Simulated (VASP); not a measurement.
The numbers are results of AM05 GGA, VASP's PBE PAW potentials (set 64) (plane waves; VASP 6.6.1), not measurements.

VASP input:

### INCAR
```
SYSTEM = Ga
PREC = Accurate
ENCUT = 520
EDIFF = 1E-7
NELM = 100
ALGO = Normal
LREAL = .FALSE.
LASPH = .TRUE.
ISMEAR = 1
SIGMA = 0.1
GGA = AM
LMAXMIX = 4
LWAVE = .FALSE.
LCHARG = .FALSE.
ISIF = 4
IBRION = 2
NSW = 30
EDIFFG = -0.01
```

POSCAR:
```
Ga
1.0
  2.2274687984  -3.8441062036   0.0000000000
  2.2274687984   3.8441062036   0.0000000000
  0.0000000000   0.0000000000   4.5819282859
Ga
4
Cart
  2.2274687984   2.6483144960   4.2068290544
  2.2274687984   1.1957917076   1.9158649114
  2.2274687984  -1.1957917076   2.6660633745
  2.2274687984  -2.6483144960   0.3750992315
```

**KPOINTS**
```
K-points
0
Gamma
8 8 7
```

POTCAR, in this order: Ga_d (PBE.64 set). Program: vasp_std.

Output

OUTCAR:
```
 ion  position               nearest neighbor table
   1  0.156  0.844  0.918-   4 2.51   3 2.71   3 2.71   2 2.71   2 2.71   4 2.76   4 2.76
   2  0.344  0.656  0.418-   3 2.51   4 2.71   4 2.71   1 2.71   1 2.71   3 2.76   3 2.76
   3  0.656  0.344  0.582-   2 2.51   1 2.71   1 2.71   4 2.71   4 2.71   2 2.76   2 2.76
   4  0.844  0.156  0.082-   1 2.51   2 2.71   2 2.71   3 2.71   3 2.71   1 2.76   1 2.76
  LATTYP: Found a base centered orthorhombic cell.
 ALAT       =     4.4549375968
 B/A-ratio  =     1.7257733111
 C/A-ratio  =     1.0285056045
 Subroutine PRICEL returns:
 Original cell was already a primitive cell.
 Subroutine GETGRP returns: Found  8 space group operations
The static configuration has the point symmetry C_2h.
 The point group associated with its full space group is D_2h.
The dynamic configuration has the point symmetry C_2h.
 Subroutine INISYM returns: Found  8 space group operations
 Subroutine IBZKPT returns following result:
 Found     84 irreducible k-points:

 Following reciprocal coordinates:
            Coordinates               Weight
  0.000000  0.000000  0.000000      1.000000
  0.125000  0.000000  0.000000      4.000000
  0.250000  0.000000  0.000000      4.000000
  0.375000  0.000000  0.000000      4.000000
...
```

**OSZICAR**
```
       N       E                     dE             d eps       ncg     rms          rms(c)
DAV:   1     0.355287854739E+03    0.35529E+03   -0.26222E+04  5238   0.317E+03
DAV:   2     0.285288348260E+02   -0.32676E+03   -0.32150E+03  5376   0.565E+02
DAV:   3    -0.113751710501E+02   -0.39904E+02   -0.39566E+02  5908   0.154E+02
DAV:   4    -0.125078922352E+02   -0.11327E+01   -0.11264E+01  5834   0.303E+01
DAV:   5    -0.125331671629E+02   -0.25275E-01   -0.25268E-01  6170   0.458E+00    0.261E+00
DAV:   6    -0.124058281155E+02    0.12734E+00   -0.29863E-01  6253   0.783E+00    0.139E+00
DAV:   7    -0.123792734888E+02    0.26555E-01   -0.76565E-02  6986   0.306E+00    0.343E-01
DAV:   8    -0.123772838945E+02    0.19896E-02   -0.16520E-02  5817   0.150E+00    0.494E-02
DAV:   9    -0.123774909557E+02   -0.20706E-03   -0.10507E-03  5967   0.367E-01    0.282E-02
DAV:  10    -0.123775092062E+02   -0.18250E-04   -0.26946E-04  6028   0.192E-01    0.480E-03
DAV:  11    -0.123775106838E+02   -0.14776E-05   -0.41302E-05  5951   0.837E-02    0.502E-03
DAV:  12    -0.123775104265E+02    0.25728E-06   -0.11376E-05  6080   0.393E-02    0.536E-04
DAV:  13    -0.123775105590E+02   -0.13248E-06   -0.12400E-06  6907   0.877E-03    0.406E-04
DAV:  14    -0.123775105613E+02   -0.23047E-08   -0.52615E-08  3645   0.165E-03
   1 F= -.12377511E+02 E0= -.12377434E+02  d E =-.123775E+02
       N       E                     dE             d eps       ncg     rms          rms(c)
DAV:   1    -0.123799855175E+02   -0.24750E-02   -0.41452E-02  6231   0.146E+00    0.279E-01
DAV:   2    -0.123786639017E+02    0.13216E-02   -0.22090E-03  5559   0.833E-01    0.171E-01
DAV:   3    -0.123778716385E+02    0.79226E-03   -0.11838E-03  6091   0.551E-01    0.132E-02
DAV:   4    -0.123779141340E+02   -0.42495E-04   -0.50439E-04  5488   0.241E-01    0.107E-02
DAV:   5    -0.123779131767E+02    0.95730E-06   -0.24651E-05  7496   0.527E-02    0.284E-03
DAV:   6    -0.123779133960E+02   -0.21935E-06   -0.21347E-06  5930   0.123E-02    0.250E-03
DAV:   7    -0.123779132554E+02    0.14062E-06   -0.21482E-07  4281   0.529E-03    0.842E-04
DAV:   8    -0.123779132499E+02    0.55097E-08   -0.13350E-07  3832   0.361E-03
   2 F= -.12377913E+02 E0= -.12377786E+02  d E =-.402689E-03
       N       E                     dE             d eps       ncg     rms          rms(c)
DAV:   1    -0.123975921647E+02   -0.19679E-01   -0.37317E-01  6238   0.438E+00    0.837E-01
DAV:   2    -0.123856189074E+02    0.11973E-01   -0.19810E-02  5481   0.243E+00    0.511E-01
DAV:   3    -0.123784980816E+02    0.71208E-02   -0.11051E-02  6451   0.164E+00    0.403E-02
DAV:   4    -0.123788671060E+02   -0.36902E-03   -0.44149E-03  5453   0.712E-01    0.323E-02
DAV:   5    -0.123788563794E+02    0.10727E-04   -0.20752E-04  7382   0.150E-01    0.883E-03
DAV:   6    -0.123788580573E+02   -0.16779E-05   -0.17784E-05  5907   0.341E-02    0.747E-03
DAV:   7    -0.123788570270E+02    0.10303E-05   -0.18735E-06  6367   0.168E-02    0.267E-03
DAV:   8    -0.123788569548E+02    0.72219E-07   -0.10443E-06  5238   0.101E-02    0.109E-03
DAV:   9    -0.123788569485E+02    0.62446E-08   -0.28447E-07  4306   0.827E-03
   3 F= -.12378857E+02 E0= -.12378791E+02  d E =-.134639E-02
       N       E                     dE             d eps       ncg     rms          rms(c)
DAV:   1    -0.124549163771E+02   -0.76059E-01   -0.14930E+00  6195   0.876E+00    0.168E+00
DAV:   2    -0.124058825223E+02    0.49034E-01   -0.80221E-02  5488   0.465E+00    0.102E+00
DAV:   3    -0.123771217023E+02    0.28761E-01   -0.45846E-02  6698   0.322E+00    0.825E-02
DAV:   4    -0.123785132979E+02   -0.13916E-02   -0.16793E-02  5390   0.138E+00    0.651E-02
DAV:   5    -0.123784726085E+02    0.40689E-04   -0.76809E-04  7478   0.262E-01    0.206E-02
DAV:   6    -0.123784752550E+02   -0.26465E-05   -0.45136E-05  5914   0.609E-02    0.130E-02
DAV:   7    -0.123784727613E+02    0.24938E-05   -0.82189E-06  6672   0.396E-02    0.417E-03
DAV:   8    -0.123784725821E+02    0.17912E-06   -0.28704E-06  6352   0.145E-02    0.165E-03
DAV:   9    -0.123784725592E+02    0.22967E-07   -0.56679E-07  5273   0.110E-02
   4 F= -.12378473E+02 E0= -.12378450E+02  d E =-.961998E-03
       N       E                     dE             d eps       ncg     rms          rms(c)
DAV:   1    -0.124030588777E+02   -0.24586E-01   -0.46908E-01  6228   0.492E+00    0.941E-01
DAV:   2    -0.123878102391E+02    0.15249E-01   -0.24779E-02  5518   0.268E+00    0.575E-01
DAV:   3    -0.123787177483E+02    0.90925E-02   -0.13872E-02  6134   0.182E+00    0.450E-02
DAV:   4    -0.123791876279E+02   -0.46988E-03   -0.55870E-03  5425   0.807E-01    0.358E-02
DAV:   5    -0.123791776208E+02    0.10007E-04   -0.28713E-04  7505   0.169E-01    0.112E-02
DAV:   6    -0.123791784077E+02   -0.78694E-06   -0.19488E-05  5755   0.413E-02    0.733E-03
DAV:   7    -0.123791771908E+02    0.12169E-05   -0.27517E-06  6506   0.167E-02    0.224E-03
DAV:   8    -0.123791771972E+02   -0.63810E-08   -0.85362E-07  4430   0.960E-03
   5 F= -.12379177E+02 E0= -.12379211E+02  d E =-.166664E-02
       N       E                     dE             d eps       ncg     rms          rms(c)
DAV:   1    -0.123846470446E+02   -0.54699E-02   -0.11325E-01  6132   0.241E+00    0.462E-01
DAV:   2    -0.123812383789E+02    0.34087E-02   -0.61957E-03  5600   0.139E+00    0.282E-01
DAV:   3    -0.123792301672E+02    0.20082E-02   -0.32482E-03  6678   0.896E-01    0.224E-02
DAV:   4    -0.123793274572E+02   -0.97290E-04   -0.13498E-03  5460   0.411E-01    0.169E-02
DAV:   5    -0.123793282137E+02   -0.75651E-06   -0.66057E-05  7012   0.105E-01    0.358E-03
DAV:   6    -0.123793286789E+02   -0.46514E-06   -0.89712E-06  6402   0.277E-02    0.150E-03
DAV:   7    -0.123793286991E+02   -0.20242E-07   -0.53870E-07  5909   0.754E-03
   6 F= -.12379329E+02 E0= -.12379412E+02  d E =-.151502E-03
       N       E                     dE             d eps       ncg     rms          rms(c)
DAV:   1    -0.123794650503E+02   -0.13637E-03   -0.27983E-03  6118   0.379E-01    0.725E-02
DAV:   2    -0.123793806105E+02    0.84440E-04   -0.15318E-04  5607   0.221E-01    0.442E-02
DAV:   3    -0.123793307921E+02    0.49818E-04   -0.78850E-05  6482   0.142E-01    0.350E-03
DAV:   4    -0.123793332617E+02   -0.24695E-05   -0.33906E-05  5509   0.649E-02    0.264E-03
DAV:   5    -0.123793333053E+02   -0.43623E-07   -0.16711E-06  7027   0.166E-02    0.595E-04
DAV:   6    -0.123793333109E+02   -0.55825E-08   -0.19649E-07  3635   0.429E-03
   7 F= -.12379333E+02 E0= -.12379409E+02  d E =-.156114E-03
       N       E                     dE             d eps       ncg     rms          rms(c)
DAV:   1    -0.123794686943E+02   -0.13539E-03   -0.73692E-02  5831   0.171E+00    0.931E-02
DAV:   2    -0.123795074481E+02   -0.38754E-04   -0.20165E-03  7714   0.470E-01    0.539E-02
DAV:   3    -0.123794348382E+02    0.72610E-04   -0.13340E-04  6850   0.154E-01    0.596E-03
DAV:   4    -0.123794389496E+02   -0.41115E-05   -0.51665E-05  5607   0.736E-02    0.432E-03
DAV:   5    -0.123794385418E+02    0.40784E-06   -0.39560E-06  6737   0.114E-02    0.194E-03
DAV:   6    -0.123794384932E+02    0.48567E-07   -0.30126E-07  4382   0.775E-03
   8 F= -.12379438E+02 E0= -.12379565E+02  d E =-.105182E-03
```

OUTCAR:
```
------------------------ aborting loop because EDIFF is reached ----------------------------------------
  FORCE on cell =-STRESS in cart. coord.  units (eV):
  Direction    XX          YY          ZZ          XY          YZ          ZX
  --------------------------------------------------------------------------------------
  Total       -0.7845774     -0.7565643     -0.7584685      0.0000000      0.0000000      0.0000000
  in kB      -16.0199470    -15.4479607    -15.4868405      0.0000000      0.0000000      0.0000000
  external PRESSURE =     -15.6515828 kB  Pullay stress =       0.0000000 kB
  volume of cell :       78.47
      direct lattice vectors                 reciprocal lattice vectors
     2.256001160 -3.838379841  0.000000000     0.221631092 -0.130263294  0.000000000
     2.256001160  3.838379841 -0.000000000     0.221631092  0.130263294 -0.000000000
     0.000000000  0.000000000  4.530728374     0.000000000  0.000000000  0.220715063
 POSITION                                       TOTAL-FORCE (eV/Angst)
 -----------------------------------------------------------------------------------
      2.25600      2.64386      4.15982         0.000000     -0.000225     -0.006716
      2.25600      1.19452      1.89446         0.000000      0.000225     -0.006716
      2.25600     -1.19452      2.63627         0.000000     -0.000225      0.006716
      2.25600     -2.64386      0.37090         0.000000      0.000225      0.006716
 -----------------------------------------------------------------------------------
    total drift:                               -0.000000      0.000000      0.000000
  FREE ENERGIE OF THE ION-ELECTRON SYSTEM (eV)
  ---------------------------------------------------
  free  energy   TOTEN  =       -12.3794384932 eV

  energy  without entropy=      -12.3798176227  energy(sigma->0) =      -12.37956487

 reached required accuracy - stopping structural energy minimisation
```
(Selected blocks of OUTCAR.)

File CONTCAR:
```
Ga
   1.00000000000000
     2.2560011600273224   -3.8383798412058954    0.0000000000000000
     2.2560011600273224    3.8383798412058954   -0.0000000000000000
     0.0000000000000000    0.0000000000000000    4.5307283740453848
  Ga
     4
Direct
     0.1556015595448214    0.8443984404551786    0.9181358360046610
     0.3443984404551786    0.6556015595448214    0.4181358360046611
     0.6556015595448214    0.3443984404551786    0.5818641639953390
     0.8443984404551786    0.1556015595448214    0.0818641639953389
```

The compound is Ga in the alpha structure. This cell is one point of a volume scan, at 1.03 of the reference volume. Symmetry was kept, so distortions that lower it aren't found.
